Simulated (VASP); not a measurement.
# Ni (relaxed from the diamond structure, space group Fd-3m): computed properties

All values below come from r2SCAN meta-GGA, VASP's PBE PAW potentials (set 64) (plane waves; VASP).

```json
{
  "space_group": "Fd-3m (227)",
  "cell": "a = 5.017 Å, b = 5.017 Å, c = 5.017 Å, α = 90.00°, β = 90.00°, γ = 90.00°",
  "volume_per_atom": "15.78 Å³/atom",
  "band gap (over mesh and band path)": "none (metal, semimetal or under 0.01 eV)",
  "cell_moment": "-1.68 μB",
  "density": "6.18 g/cm³"
}
```

```
Ni
1.0
    0.00000     2.50842     2.50842
    2.50842     0.00000     2.50842
    2.50842     2.50842     0.00000
Ni
2
Cartesian
  3.76263   3.76263   3.76263
  2.50842   2.50842   2.50842
```
Starting moments (μB, in the order of the record's atoms Ni Ni): -0.9 -0.9.

The structure was generated: Ni was put into the diamond type (Fd-3m), which need not be its known phase. It was relaxed first, which changed the volume by +30 %. Symmetry was kept, so distortions that lower it aren't found.
